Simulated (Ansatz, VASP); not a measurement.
# InTe2: VASP beside Ansatz

One calculation is typed for both programs; each brings its own data sets. How far apart do they land? The cell is generated by rule, not measured, and may not be a known phase. The cell is taken from a series of runs on this material, whose earlier steps may have relaxed, scaled, displaced or heated it; both programs get it as it stands.

Calculated with Ansatz 0.2.0; plane waves, with VASP 6.6.1 beside it; PBEsol.

### 1. Set-up

Symmetry: Fm-3m, No. 225, cubic system. Conventional cell: a = 7.184 Å, b = 7.184 Å, c = 7.184 Å, α = 90.00°, β = 90.00°, γ = 90.00°. Nearest to In lie 8 Te at 3.11 Å. Nearest to Te lie 4 In at 3.11 Å. Farther neighbours and most contacts between anions are not listed.

Coordinates:

```cif
data_structure
_symmetry_space_group_name_H-M 'Fm-3m'
_symmetry_Int_Tables_number 225
_cell_length_a 7.1840
_cell_length_b 7.1840
_cell_length_c 7.1840
_cell_angle_alpha 90.000
_cell_angle_beta 90.000
_cell_angle_gamma 90.000
_cell_volume 370.76
loop_
_atom_site_label
_atom_site_type_symbol
_atom_site_symmetry_multiplicity
_atom_site_Wyckoff_symbol
_atom_site_fract_x
_atom_site_fract_y
_atom_site_fract_z
_atom_site_occupancy
In1 In 4 a 0.00000 0.00000 0.00000 1
Te1 Te 8 c 0.25000 0.25000 0.75000 1
```

### 2. VASP: single point, PBEsol, pair 1

A single point takes one fixed geometry, so differences don't come from the geometry; what else differs is listed under the comparison.

Lines of VASP's logs that name or quote its potential files are left out, and so is its time.

INCAR reads:

```
SYSTEM = InTe2
PREC = Accurate
ENCUT = 500
EDIFF = 1E-06
NELM = 120
ISMEAR = 1
SIGMA = 0.15
LREAL = .FALSE.
ALGO = Normal
GGA = PS
NBANDS = 18
LORBIT = 11
LWAVE = .FALSE.
LCHARG = .FALSE.
ISIF = 2
LASPH = .TRUE.
GGA_COMPAT = .FALSE.
KPAR = 2
```

POSCAR reads:

```
InTe2
1.0
    0.0000000000      3.5919773579      3.5919773579
    3.5919773579      0.0000000000      3.5919773579
    3.5919773579      3.5919773579      0.0000000000
In Te
1 2
Direct
    0.0000000000      0.0000000000      0.0000000000
    0.7500000000      0.7500000000      0.7500000000
    0.2500000000      0.2500000000      0.2500000000
```

KPOINTS reads:

```
Automatic mesh
0
Gamma
10 10 10
0 0 0
```

Potentials, in the order of the species: In_d and Te (PBE family, release 64).

Run with:

```
$ mpirun -np 2 vasp_std
```

Numbers of over 12 decimals in the logs are rounded to 6 here.

Log:

```text
[banner, memory and clock lines left out]
running    2 mpi-ranks, on    1 nodes
 distrk:  each k-point on    1 cores,    2 groups
 distr:  one band on    1 cores,    1 groups

 POSCAR found type information on POSCAR InTe
 POSCAR found :  2 types and       3 ions
|                                                                             |
|               ----> ADVICE to this user running VASP <----                  |
|                                                                             |
|     You enforced a specific xc type in the INCAR file but a different       |
|     [... a line on the potential file left out ...]
|     I HOPE YOU KNOW WHAT YOU ARE DOING!                                     |
|                                                                             |

 LDA part: xc-table for (Slater+PW92), standard interpolation
 POSCAR, INCAR and KPOINTS ok, starting setup
 FFT: planning ... GRIDC
 FFT: planning ... GRID_SOFT
 FFT: planning ... GRID
 WAVECAR not read
 entering main loop
       N       E                     dE             d eps       ncg     rms          rms(c)
DAV:   1     0.165964236761E+03    0.16596E+03   -0.10274E+04  1692   0.127E+03
DAV:   2     0.477220115539E+01   -0.16119E+03   -0.15768E+03  1818   0.298E+02
DAV:   3    -0.911643996384E+01   -0.13889E+02   -0.13548E+02  2282   0.904E+01
DAV:   4    -0.960111244456E+01   -0.48467E+00   -0.48138E+00  2244   0.170E+01
DAV:   5    -0.961425336261E+01   -0.13141E-01   -0.13139E-01  2218   0.266E+00    0.866E+00
DAV:   6    -0.955378694238E+01    0.60466E-01   -0.13847E-01  1994   0.654E+00    0.530E+00
DAV:   7    -0.954578241919E+01    0.80045E-02   -0.43973E-02  2256   0.267E+00    0.535E-01
DAV:   8    -0.954465756301E+01    0.11249E-02   -0.80730E-03  1958   0.133E+00    0.153E-01
DAV:   9    -0.954480960673E+01   -0.15204E-03   -0.51786E-04  1832   0.184E-01    0.703E-02
DAV:  10    -0.954480767839E+01    0.19283E-05   -0.21935E-05  2346   0.337E-02    0.309E-02
DAV:  11    -0.954481188831E+01   -0.42099E-05   -0.13940E-05  1760   0.274E-02    0.324E-02
DAV:  12    -0.954481103139E+01    0.85692E-06   -0.65901E-07  1276   0.846E-03
   1 F= -.95448110E+01 E0= -.95448186E+01  d E =0.228016E-04
```

OUTCAR, selected parts (step 2):

```text
ion  position               nearest neighbor table
   1  0.000  0.000  0.000-   2 3.11   3 3.11   2 3.11   2 3.11   2 3.11   3 3.11   3 3.11   3 3.11

  LATTYP: Found a face centered cubic cell.
 ALAT       =     7.1839547158

 Subroutine GETGRP returns: Found 48 space group operations
 (whereof 48 operations were pure point group operations)

The static configuration has the point symmetry O_h .

 Found     47 irreducible k-points:

   k-points           NKPTS =     47   k-points in BZ     NKDIM =     47   number of bands    NBANDS=     18

   dimension x,y,z NGX =    40 NGY =   40 NGZ =   40
   dimension x,y,z NGXF=    80 NGYF=   80 NGZF=   80

   ENCUT  =  500.0 eV  36.75 Ry    6.06 a.u.   9.26  9.26  9.26*2*pi/ulx,y,z

   NELECT =      25.0000    total number of electrons

 k-points in reciprocal lattice and weights: Automatic mesh
   0.00000000  0.00000000  0.00000000       0.001
   0.10000000  0.00000000  0.00000000       0.008
   0.20000000  0.00000000  0.00000000       0.008
   0.30000000  0.00000000  0.00000000       0.008
   0.40000000  0.00000000  0.00000000       0.008
   0.50000000  0.00000000  0.00000000       0.004
   0.10000000  0.10000000  0.00000000       0.006
   0.20000000  0.10000000  0.00000000       0.024
   0.30000000  0.10000000  0.00000000       0.024
[...]
-0.30000000  0.40000000  0.20000000       0.024
  -0.30000000  0.50000000  0.20000000       0.012

 average (electrostatic) potential at core
       1 -94.8055       2 -88.1283       3 -88.1283

 E-fermi :   6.3320

 k-point     1 :       0.0000    0.0000    0.0000
  band No.  band energies     occupation
    ...
     10       3.4526      2.00000
     11       4.2402      2.00000
     12       5.2135      2.00000
     13       5.2135      2.00000
     14       5.2135      2.00000
     15       8.1665     -0.00000
     16       8.1665     -0.00000
     17       8.1665     -0.00000
     18      11.1352      0.00000

 k-point     2 :       0.1000    0.0000    0.0000
  band No.  band energies     occupation
    ...
     10       3.4226      2.00000
     11       3.8144      2.00000
     12       5.1318      2.00000
     13       5.1318      2.00000
     14       6.0522      2.02411
     15       8.2582     -0.00000
     16       8.2707     -0.00000
     17       8.2707     -0.00000
     18      11.4299      0.00000

 k-point     3 :       0.2000    0.0000    0.0000
  band No.  band energies     occupation
    ...
      9       3.3592      2.00000
     10       3.3592      2.00000
     11       3.7455      2.00000
     12       4.9034      2.00000
     13       4.9034      2.00000
     14       6.9299     -0.00000
     15       8.6317     -0.00000
     16       8.6317     -0.00000
     17       8.9168     -0.00000
     18      12.2052      0.00000

  Total        0.4244615      0.4244615      0.4244615      0.0000000      0.0000000      0.0000000
  in kB        7.3369932      7.3369932      7.3369932      0.0000000      0.0000000      0.0000000
  external PRESSURE =       7.3369932 kB  Pullay stress =       0.0000000 kB

  energy-cutoff  :      500.00
  volume of cell :       92.69
      direct lattice vectors                 reciprocal lattice vectors
     0.000000000  3.591977358  3.591977358    -0.139199096  0.139199096  0.139199096
     3.591977358  0.000000000  3.591977358     0.139199096 -0.139199096  0.139199096
     3.591977358  3.591977358  0.000000000     0.139199096  0.139199096 -0.139199096

 POSITION                                       TOTAL-FORCE (eV/Angst)
 -----------------------------------------------------------------------------------
      0.00000      0.00000      0.00000         0.000000     -0.000000     -0.000000
      5.38797      5.38797      5.38797         0.000000      0.000000      0.000000
      1.79599      1.79599      1.79599        -0.000000     -0.000000      0.000000
 -----------------------------------------------------------------------------------
    total drift:                               -0.000000      0.000000      0.000000

  FREE ENERGIE OF THE ION-ELECTRON SYSTEM (eV)
  ---------------------------------------------------
  free  energy   TOTEN  =        -9.5448110314 eV

  energy  without entropy=       -9.5448338330  energy(sigma->0) =       -9.54481863

 total charge
# of ion       s       p       d       tot
------------------------------------------
    1        0.904   0.508   9.893  11.305
    2        1.425   1.849   0.034   3.307
    3        1.425   1.849   0.034   3.307
--------------------------------------------------
tot          3.753   4.206   9.961  17.920

[... 3 further parts left out ...]
```

The run ends at a pressure of 0.73 GPa.

### 3. Ansatz: single point, PBEsol, pair 1

Ansatz runs on its default PAW (the set named soft_2) files.

The same cell, functional, mesh and smearing now go to Ansatz, which takes its cutoff from its data sets.

input.yaml reads:

```yaml
crystal:
  lattice:
    - [0.0, 3.5919773579, 3.5919773579]
    - [3.5919773579, 0.0, 3.5919773579]
    - [3.5919773579, 3.5919773579, 0.0]
  atoms:
    - { symbol: In, position: [0.0, 0.0, 0.0] }
    - { symbol: Te, position: [0.75, 0.75, 0.75] }
    - { symbol: Te, position: [0.25, 0.25, 0.25] }
kpoints:
  mp_grid: { grid: [10, 10, 10] }
hamiltonian:
  xc: pbesol
scf:
  occupations: { method: methfessel_paxton, width: 0.15 }
output:
  forces: true
  stress: true
  eigenvalues: true
  write_density: true
  write_potential: true
  elf: true
  volumetric_format: npy
```

Run with:

```
$ ansatz run input.yaml --threads 4 --pin off --max-ram 8192MiB --backend cpu --events-out ev --progress --plain --runs-dir out
```

Log:

```text
Engine: ansatz 0.2.0, aarch64-unknown-linux-gnu
Pseudopotentials: kind: paw
Pseudopotential: In, paw, valence charge 13, recommended cutoff 420 eV (normal), In.paw.azcp
Pseudopotential: Te, paw, valence charge 16, recommended cutoff 420 eV (normal), Te.paw.azcp
Functional definition: PBEsol
  exchange = pbesol_x
  correlation = pbesol_c
Crystal: 3 atoms, lattice volume = 92.690 Å³
Basis set: ecut = 420 eV, 1837 PW (Γ), exchange–correlation on 72×72×72 points (8 copies of the dense FFT grid, shifted against one another)
Bands: 27, of which v1, the nominal top of the filled ones, is band 23 counted from 1 (22 counted from 0)
Symmetry: 48 space group operations
Space group: Fm-3m (ITA 225), of the structure as read, at distance tolerance 4.5e-5 Å
k-points: 47 of 1000
Non-local potential: In, projectors of the file, l = 0: 2, l = 1: 2, l = 2: 2, l = 3: 2
Non-local potential: Te, projectors of the file, l = 0: 2, l = 1: 2, l = 2: 2, l = 3: 2
PAW form: soft (Blöchl's): semilocal exchange-correlation on the pseudo side does not see the compensation charge
PAW frozen core: In, regenerated for the run's functional, and the local potential with it (the file was generated under x = pbe(κ = 0.804, μ = 0.219515), c = pbe(β = 0.066725))
PAW frozen core: Te, regenerated for the run's functional, and the local potential with it (the file was generated under x = pbe(κ = 0.804, μ = 0.219515), c = pbe(β = 0.066725))
PAW one-centre angular grid: In, 590 points (default); XC on 64 Gauss nodes
PAW one-centre angular grid: Te, 590 points (default); XC on 64 Gauss nodes
Initial density: superposition of atomic densities (neutral atoms: chi_scale 0, normalization atom), corrected by the library's trained network
Initial wavefunctions: pseudopotential atomic-orbital guess
Functional: x = pbesol(κ = 0.804, μ = 0.123457), c = pbesol(β = 0.046)
SCF iter   1: F=—  HF=-19327.942916 eV  |F-HF|=—  |Δ(HF+E_count)|=         —  Δρ=2.00e-3  dr2=3.23e-3  ethr=1.77e-3  ⟨swp⟩=6.1  Hψ=5423  notcnv=0
preconditioner: auto → LDOS  [metal: Δε(μ)=0.012 eV  Ē_g=11.765 eV  σ=0.150 eV  W_gap=0.07  n_scr=14 (ndim 8)  ℏωp=19.3 eV  f_vac=0.058  D(μ)=2.65/eV (n_scr^D=14)  β→1.0]
SCF iter   2: F=—  HF=-19327.939865 eV  |F-HF|=—  |Δ(HF+E_count)|=   3.05e-3  S|Δr|=    0.00e0  Δρ=8.70e-4  dr2=5.00e-4  ethr=7.18e-6  ⟨swp⟩=2.0  Hψ=2258  notcnv=0
SCF iter   3: F=—  HF=-19327.939737 eV  |F-HF|=—  |Δ(HF+E_count)|=   1.28e-4  S|Δr|=    0.00e0  Δρ=3.01e-4  dr2=8.22e-5  ethr=1.11e-6  ⟨swp⟩=2.0  Hψ=1812  notcnv=0
SCF iter   4: F=—  HF=-19327.939718 eV  |F-HF|=—  |Δ(HF+E_count)|=   1.83e-5  S|Δr|=    0.00e0  Δρ=5.31e-5  dr2=4.97e-6  ethr=1.83e-7  ⟨swp⟩=2.0  Hψ=1801  notcnv=0
SCF iter   5: F=—  HF=-19327.939720 eV  |F-HF|=—  |Δ(HF+E_count)|=   1.80e-6  S|Δr|=    0.00e0  Δρ=1.98e-5  dr2=3.85e-7  ethr=1.10e-8  ⟨swp⟩=2.0  Hψ=1632  notcnv=0
SCF iter   6: F=-19327.939720 eV  HF=-19327.939720 eV  |F-HF|=1.15e-8  |Δ(HF+E_count)|=   3.33e-8  S|Δr|=    0.00e0  Δρ=3.30e-6  dr2=1.78e-8  ethr=2.22e-10  ⟨swp⟩=10.6  Hψ=9874  notcnv=0
SCF 1 converged in 6 iterations: F = -19327.939720 eV  dr2 = 1.78e-8
  greatest PAW one-centre occupation: 0.998 electrons in one spin orbital (limit 2), on the Te atom at site 2 (counted from 0), in its partial waves of l = 2
SCF converged after 6 iterations
Stability not checked: this state was not tested for a lower state beside it, because cold or Methfessel-Paxton smearing, or corrected tetrahedra, fill the levels in a way that the test cannot read (fill_not_monotonic; see scf.lower_state_search)
Free energy (F): -19327.939720 eV
Harris-Foulkes:  -19327.939720 eV  (|F-HF|=1.15e-8)
Internal energy: -19327.939618 eV  (E = F + TS)
E sigma→0 (E₀):  -19327.939695 eV
Entropy (-TS):   -0.000102 eV (-0.034 meV/atom)
Fermi energy:    9.159052 eV
--- Per-component energies (eV) ---
  E_band       = -549.998709
  E_kinetic    = 604.510440
  E_local      = -3695.194423  (includes V_loc(G=0)·N_el)
  E_nonlocal   = -247.380085
  E_hartree    = 2078.813068
  E_xc         = -460.318463
  E_vxc        = -308.209702  (∫ρ·V_xc dr)
  E_paw        = -13252.307536  (= ΣΔE_a)
  E_vpaw       = -1061.340121  (= ΣTr[D̂ρ^β])
  E_aug_tail   = -0.000417  (compensation charges beyond the density's cutoff)
  E_ewald      = -4357.047736
  E_core_change = 0.985533  (= ΣΔE_core)
  E_smearing   = -0.000102  (= −TS)
  E_closure    = 0.000000  (closes the sum)
  Σ components = -19327.939720   (vs F -19327.939720, Δ=0.00e0)
--- Forces (eV/Å), atoms counted from 1 ---
  atom   1  In     0.00000000    -0.00000000     0.00000000
  atom   2  Te    -0.00000000    -0.00000000    -0.00000000
  atom   3  Te     0.00000000    -0.00000000    -0.00000000
  max |Σ_I F_I| component: 6.94e-18 eV/Å
--- Stress (GPa, compression-positive) ---
        0.713088       0.000000       0.000000
        0.000000       0.713088       0.000000
        0.000000       0.000000       0.713088
  P = ⅓ Tr σ = 0.7131 GPa (7.131 kbar)
--- Band table (eV; the first three rows and the last of 47) ---
  k-point 0: bands = [... 19 lower, 6.2819, 7.0676, 8.0421, 8.0421, 8.0421, 11.0007, 11.0007, 11.0007]
  k-point 1: bands = [... 19 lower, 6.2521, 6.6423, 7.9604, 7.9604, 8.8795, 11.0927, 11.1054, 11.1054]
  k-point 2: bands = [... 19 lower, 6.1890, 6.5734, 7.7320, 7.7320, 9.7572, 11.4675, 11.4675, 11.7510]
  k-point 46: bands = [... 19 lower, 5.9276, 7.3160, 9.1184, 9.9430, 10.1326, 12.2297, 13.8443, 14.2658]
```

In the SCF lines HF is the Harris–Foulkes energy and dr2 the Hartree energy of the density residual, in eV; the loop may stop once dr2 is under the threshold and the program's other checks hold. Hψ counts applications of the Hamiltonian.

The run ends at a pressure of 0.71 GPa.

### 4. Differences

Known differences besides the potentials themselves: the data sets hold 45 valence electrons in Ansatz (on its default PAW (the set named soft_2) files) and 25 in VASP; the cutoff is 420 eV in Ansatz and 500 eV in VASP; Ansatz makes its cores anew for this functional, VASP keeps those of its PBE data sets. Total energies have different zeros and are not compared.

Both answers:

```
      quantity  Ansatz  VASP  difference
pressure (GPa)    0.71  0.73       -0.02
```

### 5. VASP: single point, PBEsol, pair 2

With cell and atoms fixed, the geometry can't cause a difference; cores, projectors, grids and the points listed under the comparison can. The cell compared in this pair holds 91.28 Å³, against 92.69 Å³ for the pair before.

INCAR is that of step 2.

POSCAR reads:

```
InTe2
1.0
    0.0000000000      3.5736506240      3.5736506240
    3.5736506240      0.0000000000      3.5736506240
    3.5736506240      3.5736506240      0.0000000000
In Te
1 2
Direct
    0.0000000000      0.0000000000      0.0000000000
    0.7500000000      0.7500000000      0.7500000000
    0.2500000000      0.2500000000      0.2500000000
```

KPOINTS is that of step 2.

Run with:

```
$ mpirun -np 2 vasp_std
```

Log:

```text
[banner, memory and clock lines left out]
running    2 mpi-ranks, on    1 nodes
[...]
[... a notice as in an earlier step ...]

 LDA part: xc-table for (Slater+PW92), standard interpolation
 POSCAR, INCAR and KPOINTS ok, starting setup
[...]
entering main loop
       N       E                     dE             d eps       ncg     rms          rms(c)
DAV:   1     0.166038080546E+03    0.16604E+03   -0.10291E+04  1692   0.128E+03
DAV:   2     0.551417317035E+01   -0.16052E+03   -0.15698E+03  1774   0.301E+02
DAV:   3    -0.904423533079E+01   -0.14558E+02   -0.14241E+02  2230   0.930E+01
DAV:   4    -0.958790873067E+01   -0.54367E+00   -0.53950E+00  2156   0.174E+01
[...]
DAV:  10    -0.953469059282E+01    0.26110E-05   -0.21620E-05  2346   0.341E-02    0.306E-02
DAV:  11    -0.953469414014E+01   -0.35473E-05   -0.12207E-05  1770   0.271E-02    0.332E-02
DAV:  12    -0.953469317742E+01    0.96272E-06   -0.68802E-07  1274   0.949E-03
   1 F= -.95346932E+01 E0= -.95348080E+01  d E =0.344505E-03
```

OUTCAR, selected parts (step 5):

```text
  Total        0.8682441      0.8682441      0.8682441     -0.0000000      0.0000000      0.0000000
  in kB       15.2400419     15.2400419     15.2400419     -0.0000000      0.0000000      0.0000000
  external PRESSURE =      15.2400419 kB  Pullay stress =       0.0000000 kB

 POSITION                                       TOTAL-FORCE (eV/Angst)
 -----------------------------------------------------------------------------------
      0.00000      0.00000      0.00000        -0.000000     -0.000000     -0.000000
      5.36048      5.36048      5.36048         0.000000      0.000000     -0.000000
      1.78683      1.78683      1.78683         0.000000     -0.000000      0.000000
 -----------------------------------------------------------------------------------
    total drift:                               -0.000000      0.000000      0.000000

  FREE ENERGIE OF THE ION-ELECTRON SYSTEM (eV)
  ---------------------------------------------------
  free  energy   TOTEN  =        -9.5346931774 eV

  energy  without entropy=       -9.5350376825  energy(sigma->0) =       -9.53480801

[... 1 part as in an earlier step ...]

[... 2 further parts left out ...]
[key lines of the parts left out:]
E-fermi :   6.5224
```

The run ends at a pressure of 1.52 GPa.

### 6. Ansatz: single point, PBEsol, pair 2

The same cell, functional, mesh and smearing now go to Ansatz, which takes its cutoff from its data sets.

The cell is taken from a series of runs on this material, whose earlier steps may have relaxed, scaled, displaced or heated it; both programs get it as it stands.

Changes to input.yaml since step 3:

```diff
@@ -2,5 +2,5 @@
   lattice:
-    - [0.0, 3.5919773579, 3.5919773579]
-    - [3.5919773579, 0.0, 3.5919773579]
-    - [3.5919773579, 3.5919773579, 0.0]
+    - [0.0, 3.573650624, 3.573650624]
+    - [3.573650624, 0.0, 3.573650624]
+    - [3.573650624, 3.573650624, 0.0]
   atoms:
```

Run with:

```
$ ansatz run input.yaml --threads 4 --pin off --max-ram 8192MiB --backend cpu --events-out ev --progress --plain --runs-dir out
```

Log:

```text
[...]
Crystal: 3 atoms, lattice volume = 91.278 Å³
Basis set: ecut = 420 eV, 1807 PW (Γ), exchange–correlation on 72×72×72 points (8 copies of the dense FFT grid, shifted against one another)
Bands: 27, of which v1, the nominal top of the filled ones, is band 23 counted from 1 (22 counted from 0)
Symmetry: 48 space group operations
[...]
k-points: 47 of 1000
[...]
--- Band table (eV; the first three rows and the last of 47) ---
  k-point 0: bands = [... 19 lower, 6.4638, 7.3568, 8.2467, 8.2467, 8.2467, 11.2057, 11.2057, 11.2057]
  k-point 1: bands = [... 19 lower, 6.4324, 6.8847, 8.1643, 8.1643, 9.1256, 11.2996, 11.3102, 11.3102]
  k-point 2: bands = [... 19 lower, 6.3656, 6.7898, 7.9327, 7.9327, 10.0148, 11.6759, 11.6759, 11.9827]
  k-point 46: bands = [... 19 lower, 6.1049, 7.5216, 9.3543, 10.2015, 10.3958, 12.4323, 14.1262, 14.5414]
[key lines of the parts left out:]
SCF converged after 6 iterations
Free energy (F): -19327.930042 eV
Fermi energy:    9.392618 eV
P = ⅓ Tr σ = 1.4997 GPa (14.997 kbar)
```

The run ends at a pressure of 1.50 GPa.

(Part 1 of 2 ends here.)

[Lines on the potential files, build, host, timing and source positions are cut from VASP's logs without a mark.]

[Logs are printed without paths, hosts, clocks, repeated set-up lines and the standing remarks that a program may print on its own settings, such as how far it seeks lower states.]

[Hosts, paths, dates, database ids (printed as entryN), source tags and the programs' standing remarks are cut or masked in the printed files.]
